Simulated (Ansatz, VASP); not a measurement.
# TiSi2As4 (TiSi2As4 monolayer): VASP beside Ansatz

Aim: how closely do two programs agree when they are given the same cell, functional and k mesh? The structure shown is the start of the Ansatz relaxation below; VASP solves that cell, so the two are compared at the walk's first step.

Main program and level: Ansatz 0.2.0; plane waves, with VASP 6.6.1 beside it; single point at PBE with D3(BJ).

**1. Set-up**

The cell holds 7 atoms: 4 As, 2 Si and 1 Ti. Its edges and angles: a = 3.630 Å, b = 3.630 Å, c = 49.195 Å, α = 90.0°, β = 90.0°, γ = 120.0°. Vacuum lies along c.

**2. Ansatz: relaxation, PBE with D3(BJ)**

Ansatz runs on its PAW soft_1 files.

The two programs are compared at the cell with which this relaxation starts, whose forces are those of its first step.

File input.yaml:

```yaml
crystal:
  lattice:
    - [3.63, 0.0, 0.0]
    - [-1.815, 3.1436722157, 0.0]
    - [0.0, 0.0, 49.1950835233]
  atoms:
    - { symbol: As, position: [0.0, 0.0, 0.4075610521] }
    - { symbol: Si, position: [0.3333333333, 0.6666666667, 0.4230498179] }
    - { symbol: As, position: [0.3333333333, 0.6666666667, 0.4683795509] }
    - { symbol: Ti, position: [0.0, 0.0, 0.5] }
    - { symbol: As, position: [0.3333333333, 0.6666666667, 0.5316204491] }
    - { symbol: Si, position: [0.3333333333, 0.6666666667, 0.5769501821] }
    - { symbol: As, position: [0.0, 0.0, 0.5924389479] }
  periodic: [true, true, false]
kpoints:
  mp_grid: { grid: [12, 12, 1] }
hamiltonian:
  xc: pbe
  dispersion: d3bj
  pseudopotentials: { kind: paw, azcp: { folder: soft_1 } }
scf:
  occupations: { method: fermi_dirac, width: 0.05 }
  convergence: { dr2_threshold: 1.0e-09 }
relax:
  f_tol: 0.004
  max_steps: 90
  cell: {}
output:
  write_potential: true
  write_density: true
  volumetric_format: npy
```

Run with:

```
> ansatz run input.yaml --threads 4 --pin off --max-ram 6144MiB --backend cpu --events-out ev --progress --plain --runs-dir out
```

Numbers of over 12 decimals in the logs are rounded to 6 here.

The program printed:

```text
Warning: relax.cell: scf.convergence.dr2_threshold = 1e-9 eV is looser than the 1.91979526068e-10 eV advised for a relaxation that steers and ends on the stress (1e-10 eV for each atom of the cell: 7, times the square of relax.cell.stress_2d_tol = 0.05 N/m over 19.1 Å (the atoms' height at the walk's start and 5 Å past either face), 2.618e-2 GPa, over a crystal's default 0.05). What an SCF threshold leaves in a stress goes as its square root, and in the free energy as the threshold itself, and one threshold admits the most on a small cell: [figures from the program's tests cut] Set scf.convergence.dr2_threshold to 1.91979526068e-10 eV or tighter. [rest of the remark cut]
Engine: ansatz 0.2.0, aarch64-unknown-linux-gnu
Pseudopotentials: kind: paw
Pseudopotential: As, paw, valence charge 15, recommended cutoff 420 eV (normal), soft_1/As.paw.azcp
Pseudopotential: Si, paw, valence charge 4, recommended cutoff 420 eV (normal), soft_1/Si.paw.azcp
Pseudopotential: Ti, paw, valence charge 12, recommended cutoff 420 eV (normal), soft_1/Ti.paw.azcp
Functional definition: PBE
  parameter kappa = 0.804
  parameter beta = 0.066725
  exchange = pbe_x(kappa = kappa, mu = beta*pi^2/3)
  correlation = pbe_c(beta = beta)
Crystal: 7 atoms, lattice volume = 561.391 Å³
Basis set: ecut = 420 eV, 10833 PW (Γ), exchange–correlation on 50×50×720 points (8 copies of the dense FFT grid, shifted against one another)
Bands: 48, of which v1, the nominal top of the filled ones, is band 40 counted from 1 (39 counted from 0)
Symmetry: 12 space group operations
Space group: P-6m2 (ITA 187), of the structure as read, at distance tolerance 8.2e-5 Å
k-points: 19 of 144 (time reversal used)
Non-local potential: As, projectors of the file, l = 0: 2, l = 1: 2, l = 2: 3, l = 3: 1
Non-local potential: Si, projectors of the file, l = 0: 2, l = 1: 2, l = 2: 1
Non-local potential: Ti, projectors of the file, l = 0: 3, l = 1: 2, l = 2: 3, l = 3: 1
PAW form: soft (Blöchl's): semilocal exchange-correlation on the pseudo side does not see the compensation charge
PAW one-centre angular grid: As, 590 points (default); XC on 64 Gauss nodes
PAW one-centre angular grid: Si, 110 points (default); XC on 64 Gauss nodes
PAW one-centre angular grid: Ti, 590 points (default); XC on 64 Gauss nodes
Initial density: superposition of atomic densities (neutral atoms: chi_scale 0, normalization atom)
Initial wavefunctions: pseudopotential atomic-orbital guess
Functional: x = pbe(κ = 0.804, μ = 0.219515), c = pbe(β = 0.066725)
SCF iter   1: F=—  HF=-23199.352327 eV  |F-HF|=—  |Δ(HF+E_count)|=         —  Δρ=2.19e-2  dr2=5.21e0  ethr=3.10e-3  ⟨swp⟩=11.9  Hψ=4928  notcnv=0  defer=3
preconditioner: auto → LDOS  [metal: Δε(μ)=0.024 eV  Ē_g=7.891 eV  σ=0.050 eV  W_gap=0.12  n_scr=30 (ndim 8)  ℏωp=8.9 eV  f_vac=0.731  D(μ)=1.42/eV (n_scr^D=10)  β→1.0]
SCF iter   2: F=—  HF=-23198.827144 eV  |F-HF|=—  |Δ(HF+E_count)|=   5.25e-1  Δρ=9.91e-3  dr2=2.14e0  ethr=3.10e-3  ⟨swp⟩=4.8  Hψ=2339  notcnv=0  defer=37
SCF iter   3: F=—  HF=-23198.458290 eV  |F-HF|=—  |Δ(HF+E_count)|=   3.69e-1  Δρ=3.44e-3  dr2=2.06e-1  ethr=2.67e-3  ⟨swp⟩=4.2  Hψ=2058  notcnv=0  defer=25
SCF iter   4: F=—  HF=-23198.415503 eV  |F-HF|=—  |Δ(HF+E_count)|=   4.28e-2  Δρ=9.82e-4  dr2=7.46e-2  ethr=2.57e-4  ⟨swp⟩=4.2  Hψ=1854  notcnv=0  defer=23
SCF iter   5: F=—  HF=-23198.405399 eV  |F-HF|=—  |Δ(HF+E_count)|=   1.01e-2  Δρ=3.56e-4  dr2=1.60e-3  ethr=9.33e-5  ⟨swp⟩=3.5  Hψ=1547  notcnv=0  defer=23
SCF iter   6: F=—  HF=-23198.405423 eV  |F-HF|=—  |Δ(HF+E_count)|=   2.33e-5  Δρ=1.84e-4  dr2=7.25e-4  ethr=2.01e-6  ⟨swp⟩=3.9  Hψ=1738  notcnv=0  defer=23
SCF iter   7: F=—  HF=-23198.405306 eV  |F-HF|=—  |Δ(HF+E_count)|=   1.16e-4  Δρ=5.00e-5  dr2=5.01e-5  ethr=9.06e-7  ⟨swp⟩=2.8  Hψ=1365  notcnv=0  defer=23
SCF iter   8: F=—  HF=-23198.405304 eV  |F-HF|=—  |Δ(HF+E_count)|=   2.58e-6  Δρ=1.41e-5  dr2=4.34e-6  ethr=6.26e-8  ⟨swp⟩=2.9  Hψ=1630  notcnv=0  defer=23
SCF iter   9: F=—  HF=-23198.405324 eV  |F-HF|=—  |Δ(HF+E_count)|=   1.99e-5  Δρ=4.92e-6  dr2=4.05e-7  ethr=5.43e-9  ⟨swp⟩=3.0  Hψ=1633  notcnv=0  defer=23
SCF iter  10: F=—  HF=-23198.405324 eV  |F-HF|=—  |Δ(HF+E_count)|=   6.16e-8  Δρ=1.45e-6  dr2=2.36e-8  ethr=5.07e-10  ⟨swp⟩=3.1  Hψ=1635  notcnv=0  defer=23
SCF iter  11: F=—  HF=-23198.405324 eV  |F-HF|=—  |Δ(HF+E_count)|=   4.65e-9  Δρ=3.75e-7  dr2=1.66e-9  ethr=2.95e-11  ⟨swp⟩=3.1  Hψ=1597  notcnv=0  defer=23
[...]
SCF iter   1: F=—  HF=-23199.788579 eV  |F-HF|=—  |Δ(HF+E_count)|=         —  Δρ=1.51e-5  dr2=8.67e-8  ethr=1.78e-6  ⟨swp⟩=5.1  Hψ=7746  notcnv=0
eigensolver tolerance schedule: the retry pair's looser diagonalisation over-reported the residual by 16426.29 of it (diagonalisation noise at an unbounded share of the residual, at the tolerance the schedule requests for it); recorded, not acted on — ethr = c·dr2/N_el stays at c = 1.0e-1
SCF iter   2: F=—  HF=-23199.788776 eV  |F-HF|=—  |Δ(HF+E_count)|=   1.97e-4  Δρ=3.80e-6  dr2=1.64e-7  ethr=1.08e-10  ⟨swp⟩=5.8  Hψ=3305  notcnv=0
SCF iter   3: F=—  HF=-23199.788776 eV  |F-HF|=—  |Δ(HF+E_count)|=   2.37e-8  Δρ=1.39e-6  dr2=7.59e-8  ethr=1.08e-10  ⟨swp⟩=2.5  Hψ=1638  notcnv=0
SCF iter   4: F=—  HF=-23199.788775 eV  |F-HF|=—  |Δ(HF+E_count)|=   1.19e-7  Δρ=7.70e-7  dr2=2.18e-8  ethr=9.49e-11  ⟨swp⟩=2.8  Hψ=1337  notcnv=0
SCF iter   5: F=—  HF=-23199.788775 eV  |F-HF|=—  |Δ(HF+E_count)|=   8.47e-8  Δρ=3.07e-7  dr2=2.57e-9  ethr=2.73e-11  ⟨swp⟩=3.0  Hψ=1353  notcnv=0
SCF iter   6: F=-23199.788776 eV  HF=-23199.788775 eV  |F-HF|=3.42e-8  |Δ(HF+E_count)|=   1.65e-7  Δρ=1.37e-7  dr2=4.40e-10  ethr=1.25e-12  ⟨swp⟩=12.6  Hψ=7175  notcnv=0
SCF 8 converged in 6 iterations: F = -23199.788776 eV  dr2 = 4.40e-10
relax step   8: F+E_penalty+E_count = -23199.78877553 eV  Δ(F+E_penalty+E_count) = -2.356e-4 eV  max|allowed force component| = 8.930e-5 eV/Å  Δτ_max = 0.0000 Å  P = +0.002 N/m  Ω = 567.568 Å³  fix = [c, alpha, beta]  reactions: c +0.000 N/m  stress off target by 2.15e-3 N/m on what of the cell is left free  SCF on the basis re-selected at this cell (its energy is not comparable with the rows above)  (6 SCF iters)
basis re-selected at this cell: Δ(F+E_penalty+E_count) = -2.356e-4 eV, ΔP = +0.002 N/m vs the last step (what re-selecting the basis moved, of the pressure what is left beyond the Pulay correction that the steps carried, after the strain that the cell walked since its last selection, with what the two solves' SCF thresholds leave and, on support functions, any second-order correction that the steps lacked; it is no m [...]
WARN: The output density's exchange-correlation potential varies sharply where the density is thin. Do not read a vacuum level from v_tot or v_xc, or from such a field of the output density. On a cell that repeats whose density bears no net charge and no dipole along the vacuum's axis use v_es (v_loc + v_h of the components); under efield.dipole_correction with no amplitude use v_es + v_field, which holds any externa [...]
SCF converged after 6 iterations
Free energy (F): -23199.788776 eV
Harris-Foulkes:  -23199.788775 eV  (|F-HF|=3.42e-8)
Internal energy: -23199.778137 eV  (E = F + TS)
E sigma→0 (E₀):  -23199.783456 eV
Entropy (-TS):   -0.010638 eV (-1.520 meV/atom)
Fermi energy:    -5.048808 eV
--- Per-component energies (eV) ---
  E_band       = -2275.960427
  E_kinetic    = 753.365369
  E_local      = -430614.451536  (includes V_loc(G=0)·N_el)
  E_nonlocal   = -1467.094653
  E_hartree    = 215107.146635
  E_xc         = -511.499664
  E_vxc        = -536.971301  (∫ρ·V_xc dr)
  E_paw        = -10118.431197  (= ΣΔE_a)
  E_vpaw       = -625.093052  (= ΣTr[D̂ρ^β])
  E_aug_tail   = -0.000022  (compensation charges beyond the density's cutoff)
  E_ewald      = 203653.593900
  E_disp       = -2.406970  (pairwise vdW)
  E_smearing   = -0.010638  (= −TS)
  E_closure    = -0.000000  (closes the sum)
  Σ components = -23199.788776   (vs F -23199.788776, Δ=0.00e0)
--- Forces (eV/Å), atoms counted from 1 ---
  atom   1  As    -0.00000000    -0.00000000    -0.00008930
  atom   2  Si    -0.00000000     0.00000000     0.00007332
  atom   3  As     0.00000000    -0.00000000    -0.00000419
  atom   4  Ti    -0.00000000    -0.00000000     0.00000000
  atom   5  As     0.00000000    -0.00000000     0.00000419
  atom   6  Si    -0.00000000     0.00000000    -0.00007332
  atom   7  As     0.00000000    -0.00000000     0.00008930
  max |Σ_I F_I| component: 1.22e-16 eV/Å
--- 2D stress c σ (N/m, compression-positive) ---
        0.002146      -0.000000       0.000000
        0.000000       0.002146       0.000000
        0.000000       0.000000       0.000000
  P = ½ c Tr σ = 0.0021 N/m
--- Band table (eV; the first three rows and the last of 19) ---
  k-point 0: bands = [... 36 lower, -5.6355, -5.6355, -4.9853, -4.9853, -4.3378, -2.7234, -2.6750, -2.2957, ... 4 higher]
  k-point 1: bands = [... 36 lower, -5.9214, -5.7753, -5.1435, -5.0913, -4.3062, -2.6101, -2.5270, -2.1441, ... 4 higher]
  k-point 2: bands = [... 36 lower, -6.0185, -5.8848, -5.5985, -5.3517, -4.4080, -2.9437, -2.9278, -2.1985, ... 4 higher]
  k-point 18: bands = [... 36 lower, -7.5452, -7.5386, -6.4457, -5.7612, -4.1559, -3.5137, -3.4505, -3.1166, ... 4 higher]
  the weakly bound empty levels are not read free of the cell's end (no_gap_told)
--- Relaxed structure (7 steps of the walk, 7 accepted, 1 SCFs on fresh bases) ---
  F+E_penalty+E_count = -23199.78877553 eV   max|allowed force component| = 8.930e-5 eV/Å   (the final SCF, on the basis selected at the relaxed cell)
  cell:  # Å, volume = 567.5684 Å³
    - [3.649916, 0, 0.0]
    - [-1.824958, 3.160920, 0.0]
    - [0.0, 0.0, 49.1950835233]
  atoms:
    - { symbol: As, position: [1.0573552618554996e-17, -5.1357255561990634e-17, 0.399924] }
    - { symbol: Si, position: [0.333333, 0.666667, 0.422286] }
    - { symbol: As, position: [0.333333, 0.666667, 0.469847] }
    - { symbol: Ti, position: [1.0573552618555015e-17, -5.135725556199062e-17, 0.500000] }
    - { symbol: As, position: [0.333333, 0.666667, 0.530153] }
    - { symbol: Si, position: [0.333333, 0.666667, 0.577714] }
    - { symbol: As, position: [1.0573552618555002e-17, -5.1357255561990634e-17, 0.600076] }
```

The column dr2 measures how far the density is from self-consistency, as an energy; F and HF (Harris–Foulkes) agree once it is small.

**3. VASP: single point, PBE with D3(BJ), start cell**

The same cell, functional, mesh and smearing now go to VASP, with its own data sets.

Lines of VASP's logs that name or quote its potential files are left out, and so is its time.

File INCAR:

```
SYSTEM = TiSi2As4
PREC = Accurate
ENCUT = 400
EDIFF = 1E-06
NELM = 120
ISMEAR = -1
SIGMA = 0.05
LREAL = .FALSE.
ALGO = Normal
GGA = PE
IVDW = 12
NBANDS = 27
LASPH = .TRUE.
LORBIT = 11
LWAVE = .FALSE.
LCHARG = .FALSE.
ISIF = 2
LDIPOL = .TRUE.
IDIPOL = 3
DIPOL = 0.5 0.5 0.5
LVHAR = .TRUE.
GGA_COMPAT = .FALSE.
NELMDL = -8
KPAR = 2
```

File POSCAR:

```
TiSi2As4
1.0
    3.6300000000      0.0000000000      0.0000000000
   -1.8150000000      3.1436720000      0.0000000000
    0.0000000000      0.0000000000     49.1950840000
As Si Ti
4 2 1
Direct
    0.0000000000      0.0000000000      0.4075610482
    0.3333332803      0.6666665606      0.4683795438
    0.3333332803      0.6666665606      0.5316204359
    0.0000000000      0.0000000000      0.5924389518
    0.3333332803      0.6666665606      0.4230498112
    0.3333332803      0.6666665606      0.5769501684
    0.0000000000      0.0000000000      0.5000000000
```

File KPOINTS:

```
Automatic mesh
0
Gamma
12 12 1
0 0 0
```

PAW data sets: As, Si and Ti_sv (PBE family, release 64).

Run with:

```
> mpirun -np 2 vasp_std
```

The program printed:

```text
[banner, memory and clock lines left out]
running    2 mpi-ranks, on    1 nodes
 distrk:  each k-point on    1 cores,    2 groups
 distr:  one band on    1 cores,    1 groups

 POSCAR found type information on POSCAR AsSiTi
 POSCAR found :  3 types and       7 ions
 LDA part: xc-table for (Slater+PW92), standard interpolation
 POSCAR, INCAR and KPOINTS ok, starting setup
 FFT: planning ... GRIDC
 FFT: planning ... GRID_SOFT
 FFT: planning ... GRID
 WAVECAR not read
 entering main loop
       N       E                     dE             d eps       ncg     rms          rms(c)
DAV:   1     0.259964217911E+03    0.25996E+03   -0.13875E+04  1234   0.887E+02
DAV:   2    -0.683784500324E+01   -0.26680E+03   -0.26228E+03  1441   0.226E+02
DAV:   3    -0.380158252058E+02   -0.31178E+02   -0.30957E+02  1533   0.752E+01
DAV:   4    -0.402986700336E+02   -0.22828E+01   -0.22738E+01  1622   0.180E+01
DAV:   5    -0.404710552664E+02   -0.17239E+00   -0.17237E+00  1505   0.326E+00
DAV:   6    -0.404725148278E+02   -0.14596E-02   -0.14595E-02  1569   0.468E-01
DAV:   7    -0.404725531848E+02   -0.38357E-04   -0.38356E-04  1561   0.649E-02
DAV:   8    -0.404725536804E+02   -0.49562E-06   -0.49575E-06  1465   0.807E-03    0.136E+01
DAV:   9    -0.396954738922E+02    0.77708E+00   -0.37630E+01  1409   0.326E+01    0.156E+01
DAV:  10    -0.383984980372E+02    0.12970E+01   -0.64009E+01  1541   0.416E+01    0.746E+00
DAV:  11    -0.374173420556E+02    0.98116E+00   -0.52417E+00  1373   0.118E+01    0.282E+00
DAV:  12    -0.372932059595E+02    0.12414E+00   -0.85923E-01  1501   0.505E+00    0.802E-01
DAV:  13    -0.372882988852E+02    0.49071E-02   -0.88600E-02  1339   0.143E+00    0.662E-01
DAV:  14    -0.372893021408E+02   -0.10033E-02   -0.27279E-02  1337   0.909E-01    0.249E-01
[...]
DAV:  20    -0.372886396085E+02   -0.45998E-04   -0.14970E-05  1153   0.159E-02    0.856E-03
DAV:  21    -0.372886585773E+02   -0.18969E-04   -0.71941E-06  1050   0.161E-02    0.379E-03
DAV:  22    -0.372886786018E+02   -0.20025E-04   -0.26182E-06   987   0.606E-03    0.239E-03
DAV:  23    -0.372886998060E+02   -0.21204E-04   -0.14411E-06   821   0.455E-03    0.180E-03
DAV:  24    -0.372887026548E+02   -0.28488E-05   -0.21754E-07   680   0.205E-03    0.101E-03
DAV:  25    -0.372887144615E+02   -0.11807E-04   -0.13217E-06   779   0.367E-03    0.112E-03
DAV:  26    -0.372887155148E+02   -0.10533E-05   -0.16852E-07   712   0.241E-03    0.407E-04
DAV:  27    -0.372887163294E+02   -0.81460E-06   -0.34872E-08   603   0.862E-04
   1 F= -.39824423E+02 E0= -.39818584E+02  d E =-.116766E-01
```

[end of part 1 of 2]

[Lines on the potential files, build, host, timing and source positions are cut from VASP's logs without a mark.]

[Logs are printed without paths, hosts, clocks, repeated set-up lines and the standing remarks that a program may print on its own settings, such as how far it seeks lower states.]

[Hosts, paths, dates, database ids (printed as entryN), source tags and the programs' standing remarks are cut or masked in the printed files.]
